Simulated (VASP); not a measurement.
Calculation: PBE GGA, VASP's PBE PAW potentials (set 64) (plane waves; VASP).

VASP ran on this input.

POSCAR:
```
NaPb32Te31
1
   13.1200611136    -0.0000000000    -0.0000000000
   -0.0000000000    13.1200611136     0.0000000000
    0.0000000000     0.0000000000    13.1200611136
Te Pb Na
31 32 1
Direct
  0.7500000000   0.2500000000   0.2500000000
  0.0000000000   0.5000000000   0.2500000000
  0.0000000000   0.2500000000   0.5000000000
  0.2500000000   0.2500000000   0.2500000000
  0.7500000000   0.7500000000   0.2500000000
  0.0000000000   0.0000000000   0.2500000000
  0.5000000000   0.2500000000   0.5000000000
  0.7500000000   0.5000000000   0.5000000000
  0.0000000000   0.7500000000   0.5000000000
  0.7500000000   0.2500000000   0.7500000000
  0.0000000000   0.5000000000   0.7500000000
  0.0000000000   0.2500000000   0.0000000000
  0.2500000000   0.7500000000   0.2500000000
  0.5000000000   0.0000000000   0.2500000000
  0.2500000000   0.5000000000   0.5000000000
  0.5000000000   0.7500000000   0.5000000000
  0.7500000000   0.0000000000   0.5000000000
  0.2500000000   0.2500000000   0.7500000000
  0.5000000000   0.5000000000   0.7500000000
  0.7500000000   0.7500000000   0.7500000000
  0.0000000000   0.0000000000   0.7500000000
  0.5000000000   0.2500000000   0.0000000000
  0.7500000000   0.5000000000   0.0000000000
  0.0000000000   0.7500000000   0.0000000000
  0.2500000000   0.0000000000   0.5000000000
  0.2500000000   0.7500000000   0.7500000000
  0.5000000000   0.0000000000   0.7500000000
  0.2500000000   0.5000000000   0.0000000000
  0.5000000000   0.7500000000   0.0000000000
  0.7500000000   0.0000000000   0.0000000000
  0.2500000000   0.0000000000   0.0000000000
  0.5000000000   0.0000000000   0.0000000000
  0.7500000000   0.2500000000   0.0000000000
  0.7500000000   0.0000000000   0.2500000000
  0.0000000000   0.0000000000   0.0000000000
  0.2500000000   0.2500000000   0.0000000000
  0.5000000000   0.5000000000   0.0000000000
  0.7500000000   0.7500000000   0.0000000000
  0.2500000000   0.0000000000   0.2500000000
  0.5000000000   0.2500000000   0.2500000000
  0.7500000000   0.5000000000   0.2500000000
  0.5000000000   0.0000000000   0.5000000000
  0.7500000000   0.2500000000   0.5000000000
  0.7500000000   0.0000000000   0.7500000000
  0.0000000000   0.5000000000   0.0000000000
  0.2500000000   0.7500000000   0.0000000000
  0.0000000000   0.2500000000   0.2500000000
  0.2500000000   0.5000000000   0.2500000000
  0.5000000000   0.7500000000   0.2500000000
  0.0000000000   0.0000000000   0.5000000000
  0.2500000000   0.2500000000   0.5000000000
  0.5000000000   0.5000000000   0.5000000000
  0.7500000000   0.7500000000   0.5000000000
  0.2500000000   0.0000000000   0.7500000000
  0.5000000000   0.2500000000   0.7500000000
  0.7500000000   0.5000000000   0.7500000000
  0.0000000000   0.7500000000   0.2500000000
  0.0000000000   0.5000000000   0.5000000000
  0.2500000000   0.7500000000   0.5000000000
  0.0000000000   0.2500000000   0.7500000000
  0.2500000000   0.5000000000   0.7500000000
  0.5000000000   0.7500000000   0.7500000000
  0.0000000000   0.7500000000   0.7500000000
  0.4979370000   0.5013720000   0.2494760000
```

### INCAR
```
SYSTEM = NaPb32Te31
PREC = Normal
ENCUT = 400
EDIFF = 1E-5
NELM = 100
ALGO = Fast
LREAL = Auto
LASPH = .TRUE.
ISMEAR = 0
SIGMA = 0.05
GGA = PE
LMAXMIX = 4
LWAVE = .FALSE.
LCHARG = .FALSE.
NELMIN = 4
ISYM = 0
NELECT = 322.0
IBRION = 2
ISIF = 2
NSW = 60
EDIFFG = -0.03
```

### KPOINTS
```
Automatic
0
gamma
  1 1 1
0 0 0
```

POTCAR, in this order: Te Pb Na_pv (PBE.64 set). Program: vasp_gam.

What VASP printed:

File OUTCAR:
```
 ion  position               nearest neighbor table
   1  0.750  0.250  0.250-  33 3.28  34 3.28  40 3.28  41 3.28  43 3.28  47 3.28
   2  0.000  0.500  0.250-  41 3.28  45 3.28  47 3.28  48 3.28  57 3.28  58 3.28
   3  0.000  0.250  0.500-  43 3.28  47 3.28  50 3.28  51 3.28  58 3.28  60 3.28
   4  0.250  0.250  0.250-  36 3.28  39 3.28  40 3.28  47 3.28  48 3.28  51 3.28
   5  0.750  0.750  0.250-  34 3.28  38 3.28  41 3.28  49 3.28  53 3.28  57 3.28
   6  0.000  0.000  0.250-  34 3.28  35 3.28  39 3.28  47 3.28  50 3.28  57 3.28
   7  0.500  0.250  0.500-  40 3.28  42 3.28  43 3.28  51 3.28  52 3.28  55 3.28
   8  0.750  0.500  0.500-  41 3.28  43 3.28  52 3.28  53 3.28  56 3.28  58 3.28
   9  0.000  0.750  0.500-  50 3.28  53 3.28  57 3.28  58 3.28  59 3.28  63 3.28
  10  0.750  0.250  0.750-  33 3.28  43 3.28  44 3.28  55 3.28  56 3.28  60 3.28
  11  0.000  0.500  0.750-  45 3.28  56 3.28  58 3.28  60 3.28  61 3.28  63 3.28
  12  0.000  0.250  0.000-  33 3.28  35 3.28  36 3.28  45 3.28  47 3.28  60 3.28
  13  0.250  0.750  0.250-  39 3.28  46 3.28  48 3.28  49 3.28  57 3.28  59 3.28
  14  0.500  0.000  0.250-  32 3.28  34 3.28  39 3.28  40 3.28  42 3.28  49 3.28
  15  0.250  0.500  0.500-  48 3.28  51 3.28  52 3.28  58 3.28  59 3.28  61 3.28
  16  0.500  0.750  0.500-  42 3.28  49 3.28  52 3.28  53 3.28  59 3.28  62 3.28
  17  0.750  0.000  0.500-  34 3.28  42 3.28  43 3.28  44 3.28  50 3.28  53 3.28
  18  0.250  0.250  0.750-  36 3.28  51 3.28  54 3.28  55 3.28  60 3.28  61 3.28
  19  0.500  0.500  0.750-  37 3.28  52 3.28  55 3.28  56 3.28  61 3.28  62 3.28
  20  0.750  0.750  0.750-  38 3.28  44 3.28  53 3.28  56 3.28  62 3.28  63 3.28
  21  0.000  0.000  0.750-  35 3.28  44 3.28  50 3.28  54 3.28  60 3.28  63 3.28
  22  0.500  0.250  0.000-  32 3.28  33 3.28  36 3.28  37 3.28  40 3.28  55 3.28
  23  0.750  0.500  0.000-  33 3.28  37 3.28  38 3.28  41 3.28  45 3.28  56 3.28
  24  0.000  0.750  0.000-  35 3.28  38 3.28  45 3.28  46 3.28  57 3.28  63 3.28
  25  0.250  0.000  0.500-  39 3.28  42 3.28  50 3.28  51 3.28  54 3.28  59 3.28
  26  0.250  0.750  0.750-  46 3.28  54 3.28  59 3.28  61 3.28  62 3.28  63 3.28
  27  0.500  0.000  0.750-  32 3.28  42 3.28  44 3.28  54 3.28  55 3.28  62 3.28
  28  0.250  0.500  0.000-  36 3.28  37 3.28  45 3.28  46 3.28  48 3.28  61 3.28
  29  0.500  0.750  0.000-  32 3.28  37 3.28  38 3.28  46 3.28  49 3.28  62 3.28
  30  0.750  0.000  0.000-  32 3.28  33 3.28  34 3.28  35 3.28  38 3.28  44 3.28
  31  0.250  0.000  0.000-  32 3.28  35 3.28  36 3.28  39 3.28  46 3.28  54 3.28
  32  0.500  0.000  0.000-  14 3.28  22 3.28  27 3.28  29 3.28  30 3.28  31 3.28
  33  0.750  0.250  0.000-   1 3.28  10 3.28  12 3.28  22 3.28  23 3.28  30 3.28
  34  0.750  0.000  0.250-   1 3.28   5 3.28   6 3.28  14 3.28  17 3.28  30 3.28
  35  0.000  0.000  0.000-   6 3.28  12 3.28  21 3.28  24 3.28  30 3.28  31 3.28
  36  0.250  0.250  0.000-   4 3.28  12 3.28  18 3.28  22 3.28  28 3.28  31 3.28
  37  0.500  0.500  0.000-  64 3.27  22 3.28  23 3.28  28 3.28  29 3.28  19 3.28
  38  0.750  0.750  0.000-   5 3.28  20 3.28  23 3.28  24 3.28  29 3.28  30 3.28
  39  0.250  0.000  0.250-   4 3.28   6 3.28  13 3.28  14 3.28  25 3.28  31 3.28
...
```

**OSZICAR**
```
...
RMM:  17    -0.216507043356E+03    0.14776E-03   -0.32100E-04   462   0.168E-02    0.331E-01
RMM:  18    -0.216506855382E+03    0.18797E-03   -0.79171E-04   518   0.256E-02    0.135E-01
RMM:  19    -0.216506871948E+03   -0.16566E-04   -0.37188E-04   453   0.186E-02    0.262E-02
RMM:  20    -0.216506878281E+03   -0.63327E-05   -0.55565E-05   346   0.941E-03
   1 F= -.21650688E+03 E0= -.21646831E+03  d E =-.216507E+03
       N       E                     dE             d eps       ncg     rms          rms(c)
DAV:   1    -0.216579388289E+03   -0.72516E-01   -0.69323E-01   440   0.120E+00    0.414E-01
RMM:   2    -0.216583189422E+03   -0.38011E-02   -0.43437E-02   407   0.297E-01    0.126E-01
RMM:   3    -0.216584109771E+03   -0.92035E-03   -0.91573E-03   476   0.119E-01    0.127E-01
RMM:   4    -0.216584190504E+03   -0.80733E-04   -0.12182E-03   503   0.508E-02    0.912E-02
RMM:   5    -0.216584196370E+03   -0.58656E-05   -0.32860E-04   455   0.244E-02    0.191E-02
RMM:   6    -0.216584205287E+03   -0.89168E-05   -0.93407E-05   350   0.124E-02
   2 F= -.21658421E+03 E0= -.21654564E+03  d E =-.773270E-01
       N       E                     dE             d eps       ncg     rms          rms(c)
DAV:   1    -0.216722573317E+03   -0.13838E+00   -0.61973E+00   404   0.361E+00    0.137E+00
RMM:   2    -0.216754151073E+03   -0.31578E-01   -0.36505E-01   401   0.892E-01    0.407E-01
RMM:   3    -0.216761899351E+03   -0.77483E-02   -0.77370E-02   455   0.352E-01    0.390E-01
RMM:   4    -0.216762629896E+03   -0.73054E-03   -0.10667E-02   485   0.150E-01    0.246E-01
RMM:   5    -0.216762743585E+03   -0.11369E-03   -0.27441E-03   487   0.731E-02    0.697E-02
RMM:   6    -0.216762808594E+03   -0.65009E-04   -0.78870E-04   544   0.349E-02    0.374E-02
RMM:   7    -0.216762825142E+03   -0.16548E-04   -0.19868E-04   389   0.150E-02    0.174E-02
RMM:   8    -0.216762832815E+03   -0.76729E-05   -0.68594E-05   272   0.861E-03
   3 F= -.21676283E+03 E0= -.21672427E+03  d E =-.255955E+00
       N       E                     dE             d eps       ncg     rms          rms(c)
DAV:   1    -0.216705497136E+03    0.57328E-01   -0.24593E+01   388   0.724E+00    0.335E+00
RMM:   2    -0.216833840011E+03   -0.12834E+00   -0.14938E+00   395   0.177E+00    0.955E-01
RMM:   3    -0.216863725714E+03   -0.29886E-01   -0.30006E-01   453   0.701E-01    0.835E-01
RMM:   4    -0.216866503735E+03   -0.27780E-02   -0.39733E-02   486   0.298E-01    0.550E-01
RMM:   5    -0.216866651554E+03   -0.14782E-03   -0.10336E-02   460   0.146E-01    0.141E-01
RMM:   6    -0.216866900873E+03   -0.24932E-03   -0.30335E-03   561   0.748E-02    0.735E-02
RMM:   7    -0.216866956002E+03   -0.55129E-04   -0.76363E-04   505   0.321E-02    0.369E-02
RMM:   8    -0.216866981407E+03   -0.25404E-04   -0.24647E-04   406   0.153E-02    0.149E-02
RMM:   9    -0.216866988428E+03   -0.70217E-05   -0.70273E-05   257   0.831E-03
   4 F= -.21686699E+03 E0= -.21682842E+03  d E =-.360110E+00
       N       E                     dE             d eps       ncg     rms          rms(c)
DAV:   1    -0.216867728086E+03   -0.74668E-03   -0.10535E+00   404   0.149E+00    0.649E-01
RMM:   2    -0.216873012281E+03   -0.52842E-02   -0.64166E-02   395   0.364E-01    0.225E-01
RMM:   3    -0.216874337961E+03   -0.13257E-02   -0.13550E-02   456   0.145E-01    0.195E-01
RMM:   4    -0.216874432715E+03   -0.94754E-04   -0.17321E-03   500   0.617E-02    0.131E-01
RMM:   5    -0.216874423690E+03    0.90252E-05   -0.43239E-04   446   0.287E-02    0.424E-02
RMM:   6    -0.216874431780E+03   -0.80903E-05   -0.13621E-04   399   0.156E-02    0.172E-02
RMM:   7    -0.216874431570E+03    0.20940E-06   -0.32212E-05   264   0.733E-03
   5 F= -.21687443E+03 E0= -.21683587E+03  d E =-.367553E+00
       N       E                     dE             d eps       ncg     rms          rms(c)
DAV:   1    -0.216873932039E+03    0.49974E-03   -0.14868E-01   436   0.557E-01    0.247E-01
RMM:   2    -0.216874739709E+03   -0.80767E-03   -0.97200E-03   399   0.138E-01    0.847E-02
RMM:   3    -0.216874939075E+03   -0.19937E-03   -0.20618E-03   466   0.554E-02    0.716E-02
RMM:   4    -0.216874952145E+03   -0.13070E-04   -0.28169E-04   441   0.237E-02    0.490E-02
RMM:   5    -0.216874949000E+03    0.31451E-05   -0.80817E-05   358   0.119E-02
   6 F= -.21687495E+03 E0= -.21683638E+03  d E =-.368071E+00
       N       E                     dE             d eps       ncg     rms          rms(c)
DAV:   1    -0.216890386380E+03   -0.15434E-01   -0.63371E-01   404   0.120E+00    0.438E-01
RMM:   2    -0.216893489692E+03   -0.31033E-02   -0.43058E-02   390   0.306E-01    0.158E-01
RMM:   3    -0.216894191303E+03   -0.70161E-03   -0.81704E-03   442   0.121E-01    0.154E-01
RMM:   4    -0.216894242964E+03   -0.51661E-04   -0.10348E-03   469   0.475E-02    0.104E-01
RMM:   5    -0.216894244248E+03   -0.12842E-05   -0.29778E-04   433   0.260E-02    0.195E-02
RMM:   6    -0.216894249214E+03   -0.49657E-05   -0.83323E-05   358   0.139E-02
   7 F= -.21689425E+03 E0= -.21685568E+03  d E =-.193002E-01
       N       E                     dE             d eps       ncg     rms          rms(c)
DAV:   1    -0.216879260353E+03    0.14984E-01   -0.41851E+00   388   0.310E+00    0.117E+00
RMM:   2    -0.216900247697E+03   -0.20987E-01   -0.28835E-01   390   0.790E-01    0.413E-01
RMM:   3    -0.216905074884E+03   -0.48272E-02   -0.55581E-02   445   0.312E-01    0.406E-01
RMM:   4    -0.216905397344E+03   -0.32246E-03   -0.68791E-03   460   0.122E-01    0.276E-01
RMM:   5    -0.216905386957E+03    0.10387E-04   -0.19794E-03   449   0.678E-02    0.542E-02
RMM:   6    -0.216905428470E+03   -0.41513E-04   -0.56746E-04   511   0.359E-02    0.477E-02
RMM:   7    -0.216905417374E+03    0.11096E-04   -0.18663E-04   416   0.167E-02    0.246E-02
RMM:   8    -0.216905423261E+03   -0.58872E-05   -0.72779E-05   316   0.952E-03
   8 F= -.21690542E+03 E0= -.21686686E+03  d E =-.304743E-01
       N       E                     dE             d eps       ncg     rms          rms(c)
DAV:   1    -0.216906452916E+03   -0.10355E-02   -0.29434E-01   404   0.823E-01    0.304E-01
RMM:   2    -0.216907916007E+03   -0.14631E-02   -0.20320E-02   386   0.210E-01    0.112E-01
RMM:   3    -0.216908229729E+03   -0.31372E-03   -0.36686E-03   440   0.825E-02    0.108E-01
RMM:   4    -0.216908248673E+03   -0.18945E-04   -0.45638E-04   466   0.322E-02    0.724E-02
RMM:   5    -0.216908245296E+03    0.33775E-05   -0.13169E-04   405   0.178E-02    0.116E-02
RMM:   6    -0.216908245928E+03   -0.63231E-06   -0.33043E-05   273   0.955E-03
   9 F= -.21690825E+03 E0= -.21686968E+03  d E =-.332969E-01
       N       E                     dE             d eps       ncg     rms          rms(c)
DAV:   1    -0.216908260817E+03   -0.15521E-04   -0.16264E-02   440   0.194E-01    0.741E-02
RMM:   2    -0.216908348116E+03   -0.87299E-04   -0.12033E-03   386   0.508E-02    0.268E-02
RMM:   3    -0.216908369612E+03   -0.21496E-04   -0.24552E-04   430   0.204E-02    0.268E-02
RMM:   4    -0.216908370332E+03   -0.72007E-06   -0.30499E-05   257   0.846E-03
  10 F= -.21690837E+03 E0= -.21686980E+03  d E =-.334213E-01
       N       E                     dE             d eps       ncg     rms          rms(c)
DAV:   1    -0.216909126194E+03   -0.75658E-03   -0.16799E-01   412   0.636E-01    0.288E-01
RMM:   2    -0.216909910633E+03   -0.78444E-03   -0.12402E-02   400   0.161E-01    0.962E-02
RMM:   3    -0.216910127493E+03   -0.21686E-03   -0.27650E-03   464   0.664E-02    0.791E-02
RMM:   4    -0.216910140064E+03   -0.12572E-04   -0.32144E-04   480   0.279E-02    0.520E-02
RMM:   5    -0.216910141623E+03   -0.15589E-05   -0.11562E-04   372   0.152E-02    0.105E-02
RMM:   6    -0.216910141869E+03   -0.24536E-06   -0.24833E-05   258   0.792E-03
  11 F= -.21691014E+03 E0= -.21687158E+03  d E =-.177154E-02
```

File OUTCAR:
```
------------------------ aborting loop because EDIFF is reached ----------------------------------------
  FORCE on cell =-STRESS in cart. coord.  units (eV):
  Direction    XX          YY          ZZ          XY          YZ          ZX
  --------------------------------------------------------------------------------------
  Total       32.7151142     32.7111351     32.6971590     -0.0061389      0.0020864     -0.0039587
  in kB       23.2087339     23.2059111     23.1959961     -0.0043550      0.0014802     -0.0028083
  external PRESSURE =      23.2035470 kB  Pullay stress =       0.0000000 kB
  volume of cell :     2258.43
      direct lattice vectors                 reciprocal lattice vectors
    13.120061114  0.000000000  0.000000000     0.076219157  0.000000000  0.000000000
     0.000000000 13.120061114  0.000000000     0.000000000  0.076219157  0.000000000
     0.000000000  0.000000000 13.120061114     0.000000000  0.000000000  0.076219157
  FREE ENERGIE OF THE ION-ELECTRON SYSTEM (eV)
  ---------------------------------------------------
  free  energy   TOTEN  =      -216.9101418687 eV

  energy  without entropy=     -216.8330107575  energy(sigma->0) =     -216.87157631

 reached required accuracy - stopping structural energy minimisation
```
(Selected blocks of OUTCAR.)

CONTCAR:
```
NaPb32Te31
   1.00000000000000
    13.1200611136000003    0.0000000000000000    0.0000000000000000
     0.0000000000000000   13.1200611136000003    0.0000000000000000
     0.0000000000000000    0.0000000000000000   13.1200611136000003
  Te              Pb              Na
    31    32     1
Direct
     0.7511704178704830    0.2488394847387239    0.2499854319068084
     0.9996307693949681    0.5000149440017795    0.2499833158419071
     0.9999715387277568    0.2498294040049472    0.5001740793159820
     0.2488067579824891    0.2488548019297930    0.2499833167556585
     0.7511446753706422    0.7511962442296011    0.2499847830788169
     0.9999537709747063    0.0000419592109286    0.2499845245756300
     0.4999731885791123    0.2488377757474200    0.5011685547068900
     0.7511675716012250    0.5000260400546612    0.5011596720766471
     0.9999659143416838    0.7502071044754056    0.5001772857947253
     0.7501704981829328    0.2498323795635071    0.7499840709564701
     0.9999533698618508    0.5000191233769249    0.7499760945909720
     0.9999707140747588    0.2498314410153253    0.9998018778894603
     0.2488251083877105    0.7511785233120948    0.2499837530185623
     0.4999957185453989    0.0001514021268972    0.2499839318331891
     0.2488059019313425    0.5000269348247456    0.5011471155211634
     0.4999688289243338    0.7511991883878981    0.5011398134420968
     0.7501727916069906    0.0000271466038525    0.5001695453109019
     0.2497979493261331    0.2498204444213898    0.7499824176825275
     0.4999982926300279    0.5000115332768168    0.7500326459273925
     0.7501774782925471    0.7501988244057692    0.7499834098964655
     0.9999751970719212    0.0000255791956434    0.7499836242679256
     0.4999719068001959    0.2488566233519531    0.9988067726583882
     0.7511501189149913    0.5000244885589954    0.9988047910271527
     0.9999662330579095    0.7502053666813153    0.9997946453302745
     0.2497956553714946    0.0000309339569680    0.5001840232173642
     0.2497956646392571    0.7502106842717942    0.7499827114087128
     0.4999877968865883    0.0000396633229549    0.7499783144292778
     0.2488285403665531    0.5000247882570390    0.9988266046273903
     0.4999693260304598    0.7511784240281693    0.9988236743135481
     0.7501721758849248    0.0000258108486363    0.9998033494556541
     0.2497994550814237    0.0000291877023710    0.9997949422058161
     0.4999857318082917    0.9999819010556004    0.9932854688685049
     0.7503714212157657    0.2496306311996620    0.9995565662971997
     0.7566676034449700    0.0000027843156420    0.2499659589136378
     0.0000176316115508    0.9999967015080156    0.9964447231115277
     0.2495990159818184    0.2496857906985401    0.9996119885050251
     0.5003061594481444    0.4997991517070390    0.9858553997115248
     0.7503439633559323    0.7504151757865000    0.9995910974917510
     0.2432738972945594    0.9999698578535658    0.2499616832776667
     0.5002088398243717    0.2358810382889121    0.2500275411824803
     0.7637245709405405    0.4997812681355002    0.2500751470046131
     0.4999819652257639    0.9999866663814170    0.5066856468448453
     0.7503875006988903    0.2496069989173872    0.5003948192083905
     0.7535325838573972    0.0000137061617989    0.7499969503559805
     0.0000499514053801    0.5000152060889396    0.9932717971978362
     0.2496475018196284    0.7503595681185782    0.9996549513888505
     0.0000368033778207    0.2433140632699218    0.2499673144398741
     0.2348767906508942    0.4997697574208536    0.2500822822765118
     0.5004136504333279    0.7646077101481846    0.2500882258083949
     0.0000159957895574    0.9999982881875156    0.5035217081666660
     0.2495870185289411    0.2496652504870249    0.5003584290295485
     0.5003556471457158    0.4997634776833383    0.5143853477339239
     0.7503635749137971    0.7504403485524144    0.5003726650342404
     0.2464724712555307    0.0000012292364776    0.7499943932148158
     0.4999808858711822    0.2433441643401312    0.7499906588832391
     0.7566552783596752    0.5000443710195696    0.7499999624563667
     0.0000663209335932    0.7567371851081611    0.2499768054248385
     0.0000529917545211    0.5000171253787810    0.5066929938373634
     0.2496412305975927    0.7503746257468661    0.5002991779582402
     0.0000130394820379    0.2464777206743483    0.7499952897877258
     0.2432836268501148    0.5000242901427655    0.7499998249884016
     0.4999878277993928    0.7567165054163482    0.7500075407950136
     0.0000093773202798    0.7535417873523670    0.7499997401812404
     0.4989928042902079    0.5006114037335158    0.2497948075599914
```

The cell is charged, with a uniform compensating background. The supercell is sampled at Γ alone, which is coarse: total energies, pressure and levels can be off, energies of defects by several tenths of an eV.

The cell is a supercell with a defect, built from PbTe (rock salt): Na_Te, charge -1. The run is not spin-polarised, so no state with unpaired spins was tried.
